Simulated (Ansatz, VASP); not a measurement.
# One calculation of ZnCSe3, two programs

Contents of INCAR:

```
SYSTEM = ZnCSe3
ALGO = Normal
EDIFF = 1E-7
ENCUT = 520
GGA = PE
ISIF = 2
ISMEAR = 0
LASPH = .True.
LCHARG = .False.
LREAL = .False.
LWAVE = .False.
NBANDS = 25
NELM = 100
PREC = Accurate
SIGMA = 0.05
```

Contents of KPOINTS:

```
k-points
0
Gamma
  4 4 4
  0 0 0
```

The input POSCAR:

```
ZnCSe3
1.0
    4.4653269371      0.0000000000      0.0000000000
    0.0000000000      4.4653269371      0.0000000000
    0.0000000000      0.0000000000      4.4653269371
Zn C Se
1 1 3
Direct
    0.0000000000      0.0000000000      0.0000000000
    0.5000000000      0.5000000000      0.5000000000
    0.5000000000      0.5000000000      0.0000000000
    0.5000000000      0.0000000000      0.5000000000
    0.0000000000      0.5000000000      0.5000000000
```

Input for Ansatz:

```yaml
crystal:
  lattice:
    - [4.4653269371, 0.0, 0.0]
    - [0.0, 4.4653269371, 0.0]
    - [0.0, 0.0, 4.4653269371]
  atoms:
    - { symbol: Zn, position: [0.0, 0.0, 0.0] }
    - { symbol: C, position: [0.5, 0.5, 0.5] }
    - { symbol: Se, position: [0.5, 0.5, 0.0] }
    - { symbol: Se, position: [0.5, 0.0, 0.5] }
    - { symbol: Se, position: [0.0, 0.5, 0.5] }
basis:
  ecutwfc: 420
kpoints:
  mp_grid: { grid: [4, 4, 4] }
hamiltonian:
  xc: pbe
scf:
  occupations: { method: gaussian, width: 0.05 }
output:
  forces: true
  stress: true
  eigenvalues: true
```

The cell comes from a database or a generator and needn't be the stable form of this composition.

Alike in both runs: task single point; functional PBE; k mesh 4 × 4 × 4; occupations gaussian, width 0.05 eV; no spin polarisation.

```csv
,VASP,Ansatz
version,VASP 6.6.1,Ansatz 0.2.0
potentials or method,"VASP PAW PBE potentials, release 64 (Zn, C, Se)","scalar-relativistic, plane waves, PAW"
plane-wave cutoff (eV),520,420
valence electrons in the cell,34,64
```

Ansatz gave:

| Property | Result |
| --- | --- |
| gap on the k mesh at the Fermi level (eV) | none |
| pressure (GPa) | 0.0 |

Estimate VASP's values.

gap on the k mesh at the Fermi level (eV): none; pressure (GPa): 0.1.

A gap of «none» marks a metal or a gap that the smearing closes. The two sets of potentials don't hold the same shells in valence.
